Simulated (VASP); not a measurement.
All values below come from PBEsol GGA, VASP's PBE PAW potentials (set 64) (plane waves; VASP).

A VASP calculation is set up with these files.

### INCAR
```
SYSTEM = FeAl
PREC = Accurate
ENCUT = 500
EDIFF = 1E-6
NELM = 100
ALGO = Normal
LREAL = .FALSE.
LASPH = .TRUE.
ISMEAR = 1
SIGMA = 0.1
GGA = PS
LMAXMIX = 4
LWAVE = .FALSE.
LCHARG = .FALSE.
IBRION = 2
ISIF = 3
NSW = 40
EDIFFG = -0.02
PSTRESS = 100
```

### POSCAR
```
FeAl
1.0
  2.7974371741   0.0000000000   0.0000000000
  0.0000000000   2.7974371741   0.0000000000
  0.0000000000   0.0000000000   2.7974371741
Al Fe
1 1
Cart
  1.3987185871   1.3987185871   1.3987185871
  0.0000000000   0.0000000000   0.0000000000
```

KPOINTS:
```
kpoints
0
G
13 13 13
0 0 0
```

POTCAR, in this order: Al Fe (PBE.64 set). Program: vasp_std.

What VASP printed:

File OSZICAR:
```
       N       E                     dE             d eps       ncg     rms          rms(c)
DAV:   1     0.303128239566E+02    0.30313E+02   -0.49454E+03  1512   0.121E+03
DAV:   2    -0.146921788782E+02   -0.45005E+02   -0.43438E+02  1520   0.178E+02
DAV:   3    -0.158198216531E+02   -0.11276E+01   -0.11038E+01  1782   0.383E+01
DAV:   4    -0.158424412310E+02   -0.22620E-01   -0.22586E-01  1878   0.493E+00
DAV:   5    -0.158428967670E+02   -0.45554E-03   -0.45552E-03  1898   0.610E-01    0.154E+01
DAV:   6    -0.173370391870E+02   -0.14941E+01   -0.73240E+01  1706   0.138E+02    0.167E+01
DAV:   7    -0.137300758587E+02    0.36070E+01   -0.34012E+01  1664   0.847E+01    0.263E+00
DAV:   8    -0.136861061451E+02    0.43970E-01   -0.23767E-01  1744   0.637E+00    0.143E+00
DAV:   9    -0.136692077944E+02    0.16898E-01   -0.42310E-02  1844   0.300E+00    0.349E-01
DAV:  10    -0.136688056518E+02    0.40214E-03   -0.91895E-04  1993   0.450E-01    0.194E-01
DAV:  11    -0.136687749845E+02    0.30667E-04   -0.32668E-05  1617   0.489E-02    0.194E-02
DAV:  12    -0.136687739124E+02    0.10720E-05   -0.74425E-06  1734   0.426E-02    0.491E-03
DAV:  13    -0.136687738709E+02    0.41500E-07   -0.13101E-07   804   0.432E-03
   1 F= -.12302397E+02 E0= -.12302231E+02  d E =-.123024E+02
```

### OUTCAR
```
------------------------ aborting loop because EDIFF is reached ----------------------------------------
  FORCE on cell =-STRESS in cart. coord.  units (eV):
  Direction    XX          YY          ZZ          XY          YZ          ZX
  --------------------------------------------------------------------------------------
  Total        1.3653100      1.3653100      1.3653100     -0.0000000     -0.0000000      0.0000000
  in kB       99.9219364     99.9219364     99.9219364     -0.0000000     -0.0000000      0.0000000
  external PRESSURE =      -0.0780636 kB  Pullay stress =     100.0000000 kB
  volume of cell :       21.89
      direct lattice vectors                 reciprocal lattice vectors
     2.797437174  0.000000000  0.000000000     0.357470048  0.000000000  0.000000000
     0.000000000  2.797437174  0.000000000     0.000000000  0.357470048  0.000000000
     0.000000000  0.000000000  2.797437174     0.000000000  0.000000000  0.357470048
 POSITION                                       TOTAL-FORCE (eV/Angst)
 -----------------------------------------------------------------------------------
      1.39872      1.39872      1.39872         0.000000      0.000000      0.000000
      0.00000      0.00000      0.00000         0.000000      0.000000      0.000000
 -----------------------------------------------------------------------------------
    total drift:                               -0.000000      0.000000     -0.000000
  FREE ENERGIE OF THE ION-ELECTRON SYSTEM (eV)
  ---------------------------------------------------
  free  energy   TOTEN  =       -13.6687738709 eV

  energy  without entropy=      -13.6682746021  energy(sigma->0) =      -13.66860745
  enthalpy is  TOTEN    =       -12.3023971859 eV   P V=        1.3663766850

 reached required accuracy - stopping structural energy minimisation
```
(Selected blocks of OUTCAR.)

**OUTCAR**
```
 val. band max:        8.6564028727   @ k =   0.1538   0.1538   0.0000

 cond. band min:       8.6636168638   @ k =   0.4615   0.1538   0.0769


 Fermi energy:         8.6615585988

 k-point     1 :       0.0000    0.0000    0.0000
  band No.  band energies     occupation
      1      -2.0988      2.00000
      2       6.1258      2.00000
      3       6.1258      2.00000
      4       8.8436     -0.02734
      5       8.8436     -0.02734
      6       8.8436     -0.02734
      7      15.6471      0.00000
      8      15.6471      0.00000
      9      15.6471      0.00000

 k-point     2 :       0.0769    0.0000    0.0000
  band No.  band energies     occupation
      1      -1.9808      2.00000
      2       6.1161      2.00000
      3       6.1641      2.00000
      4       8.7646     -0.05608
      5       8.7646     -0.05609
      6       8.8519     -0.02158
      7      14.6641      0.00000
      8      15.8211      0.00000
      9      15.8211      0.00000

 k-point     3 :       0.1538    0.0000    0.0000
  band No.  band energies     occupation
      1      -1.6299      2.00000
      2       6.0458      2.00000
      3       6.2726      2.00000
      4       8.5590      2.05519
      5       8.5590      2.05518
      6       8.8750     -0.01013
      7      13.0622      0.00000
      8      16.3134      0.00000
      9      16.3134      0.00000

 k-point     4 :       0.2308    0.0000    0.0000
  band No.  band energies     occupation
      1      -1.0551      2.00000
      2       5.7878      2.00000
      3       6.4318      2.00000
      4       8.2956      2.00000
      5       8.2956      2.00000
      6       8.9077     -0.00275
      7      11.6559      0.00000
      8      17.0587      0.00000
      9      17.0587      0.00000

 k-point     5 :       0.3077    0.0000    0.0000
  band No.  band energies     occupation
      1      -0.2721      2.00000
      2       5.1784      2.00000
      3       6.6098      2.00000
...
```

The compound is FeAl in the CsCl type structure. It was relaxed first under an external pressure of 10 GPa. The run is not spin-polarised, so no magnetic state was tried. The electron count is odd and the run is not spin-polarised, which forces a metal.
